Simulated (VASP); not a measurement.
Input:

```
CELL_PARAMETERS angstrom
     -1.64487     1.64487     1.64487
      1.64487    -1.64487     1.64487
      1.64487     1.64487    -1.64487
ATOMIC_POSITIONS crystal
  Ta 0.00000 0.00000 0.00000
```

Method: PW91 GGA, VASP's PBE PAW potentials (set 64) (plane waves; VASP). Run with 520 eV cut-off, 15×15×15 Γ-centred mesh, first-order Methfessel-Paxton smearing of 0.10 eV, potentials Ta_pv.

**Question.** Give the stress tensor in GPa (positive for a compressed cell).

**Answer.** 
```
5.81  0.00  0.00
0.00  5.81  0.00
0.00  0.00  5.81
```
The pressure is its mean diagonal, 5.81 GPa.

The compound is Ta in the bcc structure. This cell is one point of a volume scan, at 0.97 of the reference volume.
